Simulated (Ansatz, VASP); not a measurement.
# WS2 (Tungstenite) in two plane-wave programs, part 2 of 2

Aim: how closely do two programs agree when they are given the same cell, functional and k mesh? The cell is taken from a series of runs on this material, whose earlier steps may have relaxed, scaled, displaced or heated it; both programs get it as it stands.

VASP 6.6.1 and Ansatz 0.2.0.

So far. Step 2 (VASP: single point, PBE, spin-orbit coupling, pair 1): The run ends at a pressure of 2.81 GPa, with forces up to 0.066 eV/Å.

### Step 5. VASP: single point, PBE, spin-orbit coupling, pair 2

Level of this step: PBE, spin-orbit coupling, no spin polarisation; plane waves and PAW (W, S) (VASP).

A single point takes one fixed geometry, so differences don't come from the geometry; what else differs is listed under the comparison. The cell compared in this pair holds 108.82 Å³, against 105.81 Å³ for the pair before.

File INCAR:

```
SYSTEM = WS2
PREC = Accurate
ENCUT = 520
EDIFF = 1E-06
NELM = 200
ISMEAR = -1
SIGMA = 0.02
LREAL = .FALSE.
ALGO = Normal
GGA = PE
LNONCOLLINEAR = .TRUE.
MAGMOM = 0 0 0 0 0 0 0 0 0 0 0 0 0 0 0 0 0 0
NBANDS = 48
GGA_COMPAT = .FALSE.
LASPH = .TRUE.
LSORBIT = .TRUE.
LMAXMIX = 4
LORBIT = 11
LWAVE = .FALSE.
LCHARG = .FALSE.
ISIF = 2
EFERMI = MIDGAP
KPAR = 2
```

File POSCAR:

```
WS2
1.0
    3.1683863679      0.0000000000      0.0000000000
   -1.5841931840      2.7439030836      0.0000000000
    0.0000000000      0.0000000000     12.5173836858
W S
2 4
Direct
    0.3333333334      0.6666666668      0.2500000000
    0.6666666668      0.3333333334      0.7500000000
    0.3333333334      0.6666666668      0.6243116902
    0.6666666668      0.3333333334      0.1243116902
    0.3333333334      0.6666666668      0.8756883098
    0.6666666668      0.3333333334      0.3756883098
```

File KPOINTS:

```
Automatic mesh
0
Gamma
12 12 2
0 0 0
```

PAW data sets: W and S (PBE family, release 64).

On the command line:

```sh
mpirun -np 2 vasp_ncl
```

Numbers of over 12 decimals in the logs are rounded to 6 here.

Log:

```text
[... set-up lines as in an earlier step ...]
 entering main loop
       N       E                     dE             d eps       ncg     rms          rms(c)
DAV:   1     0.195367642300E+03    0.19537E+03   -0.16063E+04  3648   0.133E+03
DAV:   2    -0.322569287615E+02   -0.22762E+03   -0.21772E+03  4776   0.289E+02
DAV:   3    -0.499826434932E+02   -0.17726E+02   -0.17508E+02  4616   0.789E+01
DAV:   4    -0.505135730276E+02   -0.53093E+00   -0.52827E+00  5192   0.144E+01
[...]
DAV:  14    -0.476966222562E+02   -0.60097E-05   -0.88745E-06  5032   0.155E-02    0.529E-02
DAV:  15    -0.476966233212E+02   -0.10650E-05   -0.54236E-06  4336   0.117E-02    0.165E-02
DAV:  16    -0.476966228179E+02    0.50328E-06   -0.66751E-07  3120   0.449E-03
   1 F= -.47696623E+02 E0= -.47696623E+02  d E =-.190725E-12  mag=    -0.0000     0.0000    -0.0000
```

OUTCAR, selected parts (step 5):

```text
  Total        1.0336587      1.0336587      1.1614330     -0.0000000      0.0000000     -0.0000000
  in kB       15.2183395     15.2183395     17.0995336     -0.0000000      0.0000000     -0.0000000
  external PRESSURE =      15.8454042 kB  Pullay stress =       0.0000000 kB

 POSITION                                       TOTAL-FORCE (eV/Angst)
 -----------------------------------------------------------------------------------
     -0.00000      1.82927      3.12935         0.000000      0.000000     -0.000000
      1.58419      0.91463      9.38804         0.000000      0.000000     -0.000000
     -0.00000      1.82927      7.81475        -0.000000     -0.000000      0.065336
      1.58419      0.91463      1.55606         0.000000     -0.000000      0.065336
     -0.00000      1.82927     10.96133        -0.000000      0.000000     -0.065336
      1.58419      0.91463      4.70263        -0.000000     -0.000000     -0.065336
 -----------------------------------------------------------------------------------
    total drift:                               -0.000000     -0.000000     -0.000000

  FREE ENERGIE OF THE ION-ELECTRON SYSTEM (eV)
  ---------------------------------------------------
  free  energy   TOTEN  =       -47.6966228179 eV

  energy  without entropy=      -47.6966228179  energy(sigma->0) =      -47.69662282

 magnetization (x)
# of ion       s       p       d       tot
------------------------------------------
    1        0.000  -0.000  -0.000  -0.000
    2        0.000  -0.000  -0.000  -0.000
    3       -0.000   0.000   0.000  -0.000
    4        0.000   0.000   0.000   0.000
    5        0.000   0.000   0.000   0.000
    6       -0.000   0.000   0.000  -0.000
--------------------------------------------------
tot          0.000  -0.000  -0.000  -0.000

 magnetization (y)
# of ion       s       p       d       tot
------------------------------------------
    1        0.000   0.000  -0.000  -0.000
    2       -0.000   0.000  -0.000  -0.000
    3        0.000   0.000   0.000   0.000
    4        0.000  -0.000   0.000  -0.000
    5        0.000   0.000   0.000   0.000
    6       -0.000   0.000   0.000  -0.000
--------------------------------------------------
tot          0.000  -0.000  -0.000  -0.000

[... 2 parts as in an earlier step ...]

[... 2 further parts left out ...]
[key lines of the parts left out:]
E-fermi :   6.5819
```

The run ends at a pressure of 1.58 GPa, with forces up to 0.065 eV/Å.

### Step 6. Ansatz: single point, PBE, spin-orbit coupling, pair 2

The same cell, functional, mesh and smearing now go to Ansatz.

The cell is taken from a series of runs on this material, whose earlier steps may have relaxed, scaled, displaced or heated it; both programs get it as it stands.

File input.yaml:

```yaml
crystal:
  lattice:
    - [3.1683863679, 0.0, 0.0]
    - [-1.584193184, 2.7439030836, 0.0]
    - [0.0, 0.0, 12.5173836858]
  atoms:
    - { symbol: W, position: [0.3333333333, 0.6666666667, 0.25] }
    - { symbol: W, position: [0.6666666667, 0.3333333333, 0.75] }
    - { symbol: S, position: [0.3333333333, 0.6666666667, 0.6243116902] }
    - { symbol: S, position: [0.6666666667, 0.3333333333, 0.1243116902] }
    - { symbol: S, position: [0.3333333333, 0.6666666667, 0.8756883098] }
    - { symbol: S, position: [0.6666666667, 0.3333333333, 0.3756883098] }
kpoints:
  mp_grid: { grid: [12, 12, 2] }
  band_path:
    path:
      - [0.0, 0.0, 0.0]
      - [0.5, 0.0, 0.0]
      - [0.33333333, 0.33333333, 0.0]
      - [0.0, 0.0, 0.5]
      - [0.5, 0.0, 0.5]
      - [0.33333333, 0.33333333, 0.5]
      - [0.1666666667, 0.1666666667, 0.0]
    npoints: 1
hamiltonian:
  xc: pbe
scf:
  occupations: { method: fermi_dirac, width: 0.02 }
  n_extra_bands: 12
magnetization:
  noncollinear: true
  spin_orbit: true
output:
  eigenvalues: true
basis:
  ecutwfc: 550.0
```

On the command line:

```sh
ansatz run input.yaml --threads 2 --pin off --max-ram 92160MiB --backend cuda --devices 1 --max-vram 13GiB --events-out ev --progress --plain --runs-dir out
```

Log:

```text
[...]
GPUs: using 1 of 1 available (devices: 1).
[...]
GPU FFT provider: cuFFT
GPU libraries: cuBLAS 13.8.2, cuFFT 12.4.0, cuSOLVER 12.3.4
Crystal: 6 atoms, lattice volume = 108.823 Å³
Basis set: ecut = 550 eV, 3143 PW (Γ)
Bands: 64, of which v1, the nominal top of the filled ones, is band 52 counted from 1 (51 counted from 0)
[...]
k-point 0: bands = [... 48 lower, 10.2322, 10.2322, 11.3315, 11.3315, 13.5367, 13.5367, 13.5515, 13.5515, ... 8 higher]
  k-point 1: bands = [... 48 lower, 11.0215, 11.0215, 11.0215, 11.0215, 13.5576, 13.5576, 13.5576, 13.5576, ... 8 higher]
  k-point 2: bands = [... 48 lower, 10.2371, 10.2371, 11.1219, 11.1219, 13.3896, 13.3896, 13.4372, 13.4372, ... 8 higher]
  k-point 37: bands = [... 48 lower, 10.5102, 10.5102, 10.9297, 10.9297, 12.5712, 12.5712, 12.6050, 12.6050, ... 8 higher]
[key lines of the parts left out:]
SCF converged after 9 iterations
Magnetization: |M| = 0.0000 μB,  M = (+0.0000, +0.0000, +0.0000) μB
Free energy (F): -24432.010954 eV
Fermi energy:    11.814759 eV
```

### Step 7. Comparison

What differs besides the data sets and the points named for the pairs above, as far as they apply: the data sets hold 52 valence electrons in Ansatz (on its fully relativistic PAW (standard-fr) files) and 36 in VASP. Total energies have different zeros and are not compared.

Compared:

```csv
quantity,Ansatz,VASP,difference
gap on the k mesh (eV),1.002,1.025,-0.023
```

A gap on the mesh is an upper bound, since the band edges may lie between its points.

### Step 8. Outcome

* difference in gap on the k mesh (single point, PBE, spin-orbit coupling, pair 1): -0.025 eV
* difference in gap on the k mesh (single point, PBE, spin-orbit coupling, pair 2): -0.023 eV

In words: The difference in gap on the k mesh is -0.025 eV (single point, PBE, spin-orbit coupling, pair 1), within the 0.08 eV picked in this series as the mark of a large difference. The data sets hold unlike numbers of valence electrons (52 in Ansatz and 36 in VASP), so part of the differences may come from the potentials. Such differences can come from data sets, numerical settings and the points named under the comparisons, not from the functional's error against experiment.

[Lines on the potential files, build, host, timing and source positions are cut from VASP's logs without a mark.]

[Logs are printed without paths, hosts, clocks, repeated set-up lines and the standing remarks that a program may print on its own settings, such as how far it seeks lower states.]

[Hosts, paths, dates, database ids (printed as entryN), source tags and the programs' standing remarks are cut or masked in the printed files.]
